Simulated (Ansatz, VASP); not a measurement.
**Cross-check of SiNi16 (Si/Ni(100)) between VASP and Ansatz**

One calculation is typed for both programs; each brings its own data sets. How far apart do they land? The cell is taken from a series of runs on this material, whose earlier steps may have relaxed, scaled, displaced or heated it; both programs get it as it stands.

Main program and level: Ansatz 0.2.0; plane waves, with VASP 6.6.1 beside it; single point at PBE.

## 1. Set-up

The cell holds 17 atoms: 16 Ni and 1 Si. Cell: a = 4.978 Å, b = 4.978 Å, c = 25.480 Å, α = 90.0°, β = 90.0°, γ = 90.0°. Vacuum lies along c.

## 2. Ansatz: single point, PBE

Ansatz runs on its default PAW (the set named soft_2) files.

A single point gives forces, pressure and levels at one fixed geometry, so differences don't come from the geometry; what else differs is listed under the comparison.

Input file input.yaml:

```yaml
crystal:
  lattice:
    - [4.9780317396, 0.0, 0.0]
    - [0.0, 4.9780317396, 0.0]
    - [0.0, 0.0, 25.4797581452]
  atoms:
    - { symbol: Ni, position: [0.25, 0.25, 0.3532215631], spin: 0.7 }
    - { symbol: Ni, position: [0.0, 0.0, 0.4222960022], spin: 0.7 }
    - { symbol: Ni, position: [0.2564150332, 0.2564150332, 0.4875378751], spin: 0.7 }
    - { symbol: Ni, position: [0.0, 0.0, 0.542785941], spin: 0.7 }
    - { symbol: Ni, position: [0.25, 0.75, 0.3532215631], spin: 0.7 }
    - { symbol: Ni, position: [0.0, 0.5, 0.4222960022], spin: 0.7 }
    - { symbol: Ni, position: [0.2564150332, 0.7435849668, 0.4875378751], spin: 0.7 }
    - { symbol: Ni, position: [0.0, 0.5, 0.5543195321], spin: 0.7 }
    - { symbol: Ni, position: [0.75, 0.25, 0.3532215631], spin: 0.7 }
    - { symbol: Ni, position: [0.5, 0.0, 0.4222960022], spin: 0.7 }
    - { symbol: Ni, position: [0.7435849668, 0.2564150332, 0.4875378751], spin: 0.7 }
    - { symbol: Ni, position: [0.5, 0.0, 0.5543195321], spin: 0.7 }
    - { symbol: Ni, position: [0.75, 0.75, 0.3532215631], spin: 0.7 }
    - { symbol: Ni, position: [0.5, 0.5, 0.4222960022], spin: 0.7 }
    - { symbol: Ni, position: [0.7435849668, 0.7435849668, 0.4875378751], spin: 0.7 }
    - { symbol: Ni, position: [0.5, 0.5, 0.5525547968], spin: 0.7 }
    - { symbol: Si, position: [0.0, 0.0, 0.6217832087] }
magnetization:
  spin_polarized: true
kpoints:
  mp_grid: { grid: [6, 6, 1] }
hamiltonian:
  xc: pbe
scf:
  occupations: { method: fermi_dirac, width: 0.1 }
  convergence: { dr2_threshold: 1.0e-08 }
efield:
  axis: 3
  dipole_correction: true
  ramp_position: 0.97
  ramp_width: 0.06
output:
  write_potential: true
  write_density: true
  volumetric_format: npy
```

Launch:

```sh
> ansatz run input.yaml --threads 4 --pin off --max-ram 12288MiB --backend cpu --events-out ev --progress --plain --runs-dir out
```

Numbers of over 12 decimals in the logs are rounded to 6 here.

What it wrote:

```text
Engine: ansatz 0.2.0, aarch64-unknown-linux-gnu
Pseudopotentials: kind: paw
Pseudopotential: Ni, paw, valence charge 18, recommended cutoff 420 eV (normal), Ni.paw.azcp
Pseudopotential: Si, paw, valence charge 4, recommended cutoff 420 eV (normal), Si.paw.azcp
Functional definition: PBE
  parameter kappa = 0.804
  parameter beta = 0.066725
  exchange = pbe_x(kappa = kappa, mu = beta*pi^2/3)
  correlation = pbe_c(beta = beta)
Crystal: 17 atoms, lattice volume = 631.409 Å³
Basis set: ecut = 420 eV, 12433 PW (Γ)
Bands: 182, of which v1, the nominal top of the filled ones, is band 146 counted from 1 (145 counted from 0)
Symmetry: 8 space group operations
k-points: 10 of 36
Non-local potential: Ni, projectors of the file, l = 0: 3, l = 1: 2, l = 2: 3, l = 3: 1
Non-local potential: Si, projectors of the file, l = 0: 2, l = 1: 2, l = 2: 2
PAW form: soft (Blöchl's): semilocal exchange-correlation on the pseudo side does not see the compensation charge
PAW one-centre angular grid: Ni, 590 points (default); XC on 64 Gauss nodes
PAW one-centre angular grid: Si, 110 points (default); XC on 64 Gauss nodes
Initial density: superposition of atomic densities (neutral atoms: chi_scale 0, normalization atom)
Starting moments: Σ|m| = 11.2 μB on 16 of 17 sites
Initial wavefunctions: pseudopotential atomic-orbital guess
Functional: x = pbe(κ = 0.804, μ = 0.219515), c = pbe(β = 0.066725)
SCF iter   1: F=—  HF=-94047.173384 eV  |F-HF|=—  |Δ(HF+E_count)|=         —  Δρ=2.67e-2 (↑2.15e-2 ↓2.67e-2)  dr2=2.53e1  dr2_m=2.08e0  M=12.400 μB ∫|m|=12.994 μB  β_m=1.00  ethr=3.10e-3  p=-0.000 e·Å  D=-2.30e-7 V/Å  ΔV_dip=0.00 eV  dr2_dipole=1.09e0  V_vac-E_F(+/−)=6.99/6.99 eV  ⟨swp⟩=11.2  Hψ=20067  notcnv=0  defer=191
Mixer restart at iter 1: flushing history
efield: sawtooth ramp at fractional position 0.9700 (set: `efield.ramp_position`, or a place that a band, a saddle search or an elastic batch's reference lends), width 0.0600; the density the first Hamiltonian is built on has a dipole p = -0.000 e·Å; the dipole correction subtracts the counter field D = -2.30e-7 V/Å, which shifts the + side's vacuum level by +0.00 eV against the − side's; the planar-averaged density in the ramp window peaks in size at 9.5e-6 e/Å³
preconditioner: auto → LDOS  [metal: Δε(μ)=0.006 eV  Ē_g=6.978 eV  σ=0.100 eV  W_gap=0.02  n_scr=138 (ndim 8)  ℏωp=18.9 eV  f_vac=0.634  D(μ)=30.41/eV (n_scr^D=290)]
spin=Collinear: LDOS preconditioning applied to the charge; magnetization (m = ρ↑ − ρ↓) channel mixes plain (no charge-response kernel on spin).
SCF iter   2: F=—  HF=-94049.223312 eV  |F-HF|=—  |Δ(HF+E_count)|=    2.05e0  Δρ=1.38e-2 (↑1.21e-2 ↓1.38e-2)  dr2=6.86e0  dr2_m=3.25e-2  M=11.650 μB ∫|m|=12.783 μB  β_m=0.32  ethr=3.10e-3  p=-0.001 e·Å  D=-3.82e-4 V/Å  ΔV_dip=0.01 eV  dr2_dipole=5.08e-1  V_vac-E_F(+/−)=6.14/6.13 eV  ⟨swp⟩=2.6  Hψ=6155  notcnv=0  defer=311
density mixer auto → msr1: a metal under ldos (density of states about μ 3.39 of a free-electron gas's, 138 screened modes)
SCF iter   3: F=—  HF=-94056.154814 eV  |F-HF|=—  |Δ(HF+E_count)|=    6.93e0  Δρ=8.29e-3 (↑4.43e-3 ↓8.29e-3)  dr2=1.43e0  dr2_m=1.17e-1  M=11.403 μB ∫|m|=12.678 μB  β_m=0.42  ethr=2.35e-3  p=0.011 e·Å  D=3.16e-3 V/Å  ΔV_dip=-0.08 eV  dr2_dipole=2.02e-1  V_vac-E_F(+/−)=5.56/5.65 eV  ⟨swp⟩=2.7  Hψ=5796  notcnv=0  defer=322
SCF iter   4: F=—  HF=-94061.706693 eV  |F-HF|=—  |Δ(HF+E_count)|=    5.55e0  Δρ=1.14e-2 (↑3.39e-3 ↓1.14e-2)  dr2=6.44e-1  dr2_m=1.95e-1  M=10.592 μB ∫|m|=12.027 μB  β_m=0.65  ethr=4.89e-4  p=0.031 e·Å  D=9.00e-3 V/Å  ΔV_dip=-0.23 eV  dr2_dipole=1.48e-2  V_vac-E_F(+/−)=5.04/5.27 eV  ⟨swp⟩=2.8  Hψ=5820  notcnv=0  defer=323
SCF iter   5: F=—  HF=-94064.020712 eV  |F-HF|=—  |Δ(HF+E_count)|=    2.31e0  Δρ=6.03e-3 (↑1.98e-3 ↓6.03e-3)  dr2=1.90e-1  dr2_m=4.63e-2  M=9.864 μB ∫|m|=11.297 μB  β_m=0.73  ethr=2.21e-4  p=0.026 e·Å  D=7.52e-3 V/Å  ΔV_dip=-0.19 eV  dr2_dipole=1.71e-4  V_vac-E_F(+/−)=4.80/4.99 eV  ⟨swp⟩=2.3  Hψ=6901  notcnv=0  defer=330
SCF iter   6: F=—  HF=-94064.063544 eV  |F-HF|=—  |Δ(HF+E_count)|=   4.28e-2  Δρ=4.99e-3 (↑2.27e-3 ↓4.99e-3)  dr2=1.91e-1  dr2_m=1.80e-2  M=9.681 μB ∫|m|=11.107 μB  β_m=0.72  ethr=6.50e-5  p=0.034 e·Å  D=9.61e-3 V/Å  ΔV_dip=-0.24 eV  dr2_dipole=7.94e-5  V_vac-E_F(+/−)=4.78/5.02 eV  ⟨swp⟩=2.2  Hψ=6639  notcnv=0  defer=343
SCF iter   7: F=—  HF=-94064.049181 eV  |F-HF|=—  |Δ(HF+E_count)|=   1.44e-2  Δρ=1.18e-3 (↑9.66e-4 ↓1.18e-3)  dr2=1.68e-2  dr2_m=5.45e-4  M=9.583 μB ∫|m|=11.011 μB  β_m=0.61  ethr=6.50e-5  p=0.024 e·Å  D=6.78e-3 V/Å  ΔV_dip=-0.17 eV  dr2_dipole=2.01e-4  V_vac-E_F(+/−)=4.71/4.89 eV  ⟨swp⟩=2.2  Hψ=5775  notcnv=0  defer=343
[...]
Free energy (F): -94064.048487 eV
Harris-Foulkes:  -94064.048487 eV  (|F-HF|=4.77e-9)
Internal energy: -94063.124250 eV  (E = F + TS)
E sigma→0 (E₀):  -94063.586369 eV
Entropy (-TS):   -0.924237 eV (-54.367 meV/atom)
Fermi energy:    1.943685 eV
Dipole field:    D = 0.006920 V/Å  (p = 0.024145 e·Å, saw-weighted, corrected)
Work function:   Φ+ = 4.7101 eV   Φ− = 4.8864 eV
Levels:          The Fermi level and band energies are counted from a zero that moves with the ramp; work functions are not
--- Per-component energies (eV) ---
  E_band       = -9198.740968
  E_kinetic    = 4553.474869
  E_local      = -769941.508594  (includes V_loc(G=0)·N_el)
  E_nonlocal   = 10221.034753
  E_hartree    = 378094.609719
  E_xc         = -1402.113083
  E_vxc        = -1782.465711  (∫ρ·V_xc dr)
  E_paw        = -26607.057454  (= ΣΔE_a)
  E_vpaw       = -8440.799116  (= ΣTr[D̂ρ^β])
  E_aug_tail   = 0.008679  (compensation charges beyond the density's cutoff)
  E_efield     = 0.000084  (sawtooth field / dipole correction)
  E_vefield    = 2.274811  (∫n·V_field dr)
  E_ewald      = 311018.426777
  E_smearing   = -0.924237  (= −TS)
  E_closure    = -0.000000  (closes the sum)
  Σ components = -94064.048487   (vs F -94064.048487, Δ=0.00e0)
--- Band table (eV; the first three rows and the last of 20) ---
  k-point 0 ↑: bands = [... 142 lower, 1.4307, 1.4307, 1.4713, 1.4738, 1.7024, 1.7746, 1.9488, 1.9488, ... 32 higher]
  k-point 1 ↑: bands = [... 142 lower, 1.3511, 1.3986, 1.4028, 1.4211, 1.4862, 1.5881, 1.6317, 1.7734, ... 32 higher]
  k-point 2 ↑: bands = [... 142 lower, 1.3327, 1.3485, 1.3695, 1.3819, 1.4143, 1.4493, 1.4528, 1.5013, ... 32 higher]
  k-point 9 ↓: bands = [... 142 lower, 1.6916, 1.7218, 1.7218, 2.1496, 2.1496, 2.2087, 2.2226, 2.2318, ... 32 higher]
```

Reading the cycles: dr2 is the Hartree energy of the density residual (eV), the measure of convergence; HF is the Harris–Foulkes estimate of the energy, which meets the free energy F at convergence.

[end of part 1 of 2]

[Lines on the potential files, build, host, timing and source positions are cut from VASP's logs without a mark.]

[Logs are printed without paths, hosts, clocks, repeated set-up lines and the standing remarks that a program may print on its own settings, such as how far it seeks lower states.]

[Hosts, paths, dates, database ids (printed as entryN), source tags and the programs' standing remarks are cut or masked in the printed files.]
